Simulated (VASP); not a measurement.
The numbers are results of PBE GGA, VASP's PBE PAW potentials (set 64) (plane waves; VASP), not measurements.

A VASP calculation is set up with these files.

POSCAR:
```
CoO
5.2174130
  0.8164966047   0.4082483024   0.4082483024
  0.4082483024   0.8164966047   0.4082483024
  0.4082483024   0.4082483024   0.8164966047
Co O
2 2
direct
  0.0000000000   0.0000000000   0.0000000000
  0.5000000000   0.5000000000   0.5000000000
  0.2500000000   0.2500000000   0.2500000000
  0.7500000000   0.7500000000   0.7500000000
```

**KPOINTS**
```
Automatic mesh
0
Monkhorst-Pack
  8 8 8
```

INCAR:
```
ALGO=Normal
EDIFF=1E-6
ENCUT=520
GGA=PE
ISIF=2
ISMEAR=0
ISPIN=2
LASPH=.True.
LCHARG=.False.
LMAXMIX=4
LORBIT=10
LREAL=.False.
LWAVE=.False.
MAGMOM=3.0 -3.0 0.0 0.0
NELM=100
PREC=Accurate
SIGMA=0.05
SYSTEM=CoO
```

POTCAR, in this order: Co O (PBE.64 set). Program: vasp_std.

Output of the run:

**OSZICAR**
```
       N       E                     dE             d eps       ncg     rms          rms(c)
DAV:   1     0.253498462714E+03    0.25350E+03   -0.14642E+04  4584   0.193E+03
DAV:   2     0.405426333264E+01   -0.24944E+03   -0.23581E+03  4692   0.399E+02
DAV:   3    -0.300347801553E+02   -0.34089E+02   -0.32290E+02  5498   0.163E+02
DAV:   4    -0.315220006510E+02   -0.14872E+01   -0.14427E+01  5580   0.347E+01
DAV:   5    -0.315723044062E+02   -0.50304E-01   -0.49940E-01  5925   0.587E+00    0.205E+01
DAV:   6    -0.289149587160E+02    0.26573E+01   -0.61791E+01  6661   0.115E+02    0.271E+01
DAV:   7    -0.262766112717E+02    0.26383E+01   -0.31251E+01  6552   0.104E+02    0.105E+01
DAV:   8    -0.264693394218E+02   -0.19273E+00   -0.27268E+00  5627   0.178E+01    0.622E+00
DAV:   9    -0.264208822823E+02    0.48457E-01   -0.12816E+00  7445   0.209E+01    0.334E+00
DAV:  10    -0.264219622370E+02   -0.10800E-02   -0.23222E-01  5975   0.797E+00    0.242E+00
DAV:  11    -0.264209001045E+02    0.10621E-02   -0.14001E-02  5147   0.106E+00    0.234E+00
DAV:  12    -0.264253324695E+02   -0.44324E-02   -0.23590E-03  6878   0.880E-01    0.230E+00
DAV:  13    -0.264346678835E+02   -0.93354E-02   -0.45941E-02  6436   0.521E+00    0.204E+00
DAV:  14    -0.264071565636E+02    0.27511E-01   -0.25033E-02  7032   0.308E+00    0.149E+00
DAV:  15    -0.263879016490E+02    0.19255E-01   -0.55780E-02  6906   0.294E+00    0.480E-01
DAV:  16    -0.263874121737E+02    0.48948E-03   -0.30463E-03  6130   0.702E-01    0.348E-01
DAV:  17    -0.263868211547E+02    0.59102E-03   -0.27444E-03  7215   0.989E-01    0.216E-01
DAV:  18    -0.263866790820E+02    0.14207E-03   -0.10497E-03  5752   0.289E-01    0.121E-01
DAV:  19    -0.263866192195E+02    0.59862E-04   -0.17233E-04  6431   0.139E-01    0.515E-02
DAV:  20    -0.263866007933E+02    0.18426E-04   -0.61795E-05  7061   0.104E-01    0.189E-02
DAV:  21    -0.263865990028E+02    0.17905E-05   -0.24133E-05  7134   0.715E-02    0.540E-03
DAV:  22    -0.263865998302E+02   -0.82743E-06   -0.32883E-06  3512   0.241E-02
   1 F= -.26386600E+02 E0= -.26382341E+02  d E =-.851682E-02  mag=    -0.0000
```

OUTCAR:
```
------------------------ aborting loop because EDIFF is reached ----------------------------------------
  FORCE on cell =-STRESS in cart. coord.  units (eV):
  Direction    XX          YY          ZZ          XY          YZ          ZX
  --------------------------------------------------------------------------------------
  Total       -0.8844544     -0.8844544     -0.8844544      0.6032755      0.6032755      0.6032755
  in kB      -36.6595603    -36.6595603    -36.6595603     25.0050338     25.0050338     25.0050338
  external PRESSURE =     -36.6595603 kB  Pullay stress =       0.0000000 kB
  volume of cell :       38.65
      direct lattice vectors                 reciprocal lattice vectors
     4.260000000  2.130000000  2.130000000     0.352112676 -0.117370892 -0.117370892
     2.130000000  4.260000000  2.130000000    -0.117370892  0.352112676 -0.117370892
     2.130000000  2.130000000  4.260000000    -0.117370892 -0.117370892  0.352112676
 POSITION                                       TOTAL-FORCE (eV/Angst)
 -----------------------------------------------------------------------------------
      0.00000      0.00000      0.00000        -0.000000     -0.000000     -0.000000
      4.26000      4.26000      4.26000         0.000000     -0.000000     -0.000000
      2.13000      2.13000      2.13000         0.000000      0.000000      0.000000
      6.39000      6.39000      6.39000        -0.000000      0.000000      0.000000
 -----------------------------------------------------------------------------------
    total drift:                                0.000000     -0.000000     -0.000000
  FREE ENERGIE OF THE ION-ELECTRON SYSTEM (eV)
  ---------------------------------------------------
  free  energy   TOTEN  =       -26.3865998302 eV

  energy  without entropy=      -26.3780830126  energy(sigma->0) =      -26.38234142

 total charge

# of ion       s       p       d       tot
------------------------------------------
    1        0.292   0.352   7.165   7.809
    2        0.292   0.352   7.165   7.809
    3        1.561   3.410   0.000   4.971
    4        1.561   3.410   0.000   4.971
--------------------------------------------------
tot          3.705   7.524  14.330  25.560

 magnetization (x)

# of ion       s       p       d       tot
------------------------------------------
    1       -0.002  -0.005   2.430   2.424
    2        0.002   0.005  -2.430  -2.424
    3        0.000   0.000   0.000   0.000
    4        0.000   0.000   0.000   0.000
--------------------------------------------------
tot          0.000   0.000   0.000   0.000
```
(Selected blocks of OUTCAR.)

The compound is CoO in the rock salt, AFM-II order structure. The cell was not relaxed at this level. The k-mesh is coarse (spacing up to 0.31 per Å, 2π included), so the numbers may not be converged in it. The run is one of a series of settings (KPOINTS 8×8×8 Monkhorst-Pack mesh against the base run), some of them coarse on purpose.
